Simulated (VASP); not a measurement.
Shape and ions are relaxed at each volume.

Energy against volume of MnF₂ (rutile). All values below come from PW91 GGA, VASP's PBE PAW potentials (set 64) (plane waves; VASP).

```tsv
V (Å³/atom)	E (eV/atom)
12.621	-6.51029
13.024	-6.52204
13.427	-6.52607
13.829	-6.52375
14.232	-6.51600
```

Problem. Fit a third-order Birch-Murnaghan equation of state.

Solution. 
```
Property                                         Value
---------------------------------------  -------------
volume per atom                          13.47 Å³/atom
bulk modulus                                  836 kbar
pressure derivative of the bulk modulus           4.93
```

The compound is MnF2 in the rutile structure. It was relaxed first.
